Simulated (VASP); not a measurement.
BaY2:

```
Ba Y
1.0
     5.13170    0.00000    0.00000
     0.00000    5.13170    0.00000
     0.00000    0.00000    3.79006
Ba Y
1 2
Direct
  0.50000 0.50000 0.28506
  0.50000 0.00000 0.81199
  0.00000 0.50000 0.81199
```

The cell was built by a generator and needn't be a form met in nature.

```yaml
Program: VASP 6.6.1
Task: relaxation of cell and atoms
Functional: PBE
Potentials_or_basis: VASP PAW PBE potentials, release 64 (Ba_sv, Y_sv)
Cutoff: 600 eV
k_mesh: 5 × 5 × 7
Occupations: methfessel-paxton, width 0.2 eV
Spin: no spin polarisation
```

At the start: pressure 8.0 GPa; volume 33.27 Å³/atom.

Q: How do energy, volume and symmetry change on relaxing?

A: Over 12 steps the energy falls by 245.4 meV/atom and the volume is 44.80 Å³/atom (+34.7 %); space group P4/mmm (No. 123, to 0.05 Å).

Step by step:
```
step  energy change (eV)  largest force (eV/Å)  pressure (GPa)  volume (Å³)
   1              0.0000                0.2000            8.05        99.81
   2             -0.6860                0.1920            1.21       125.92
   3             -0.7124                0.1947           -0.55       139.16
   4             -0.7196                0.1952           -0.08       135.00
   5             -0.7195                0.1952            0.02       134.23
   6             -0.7241                0.1632            0.04       134.10
   7             -0.7335                0.0669            0.09       133.68
   8             -0.7292                0.1301            0.23       132.72
   9             -0.7358                0.0006            0.13       133.35
  10             -0.7358                0.0049            0.14       133.33
  11             -0.7361                0.0087           -0.07       134.92
  12             -0.7362                0.0075            0.00       134.41
```

Final structure:
```
Ba Y
1.0
     5.81162    0.00000    0.00000
     0.00000    5.81162    0.00000
     0.00000    0.00000    3.97961
Ba Y
1 2
Direct
  0.50000 0.50000 0.30358
  0.50000 0.00000 0.80273
  0.00000 0.50000 0.80273
```

Caveat: the volume moved by over 15 % at a fixed basis, so the end points are rough.
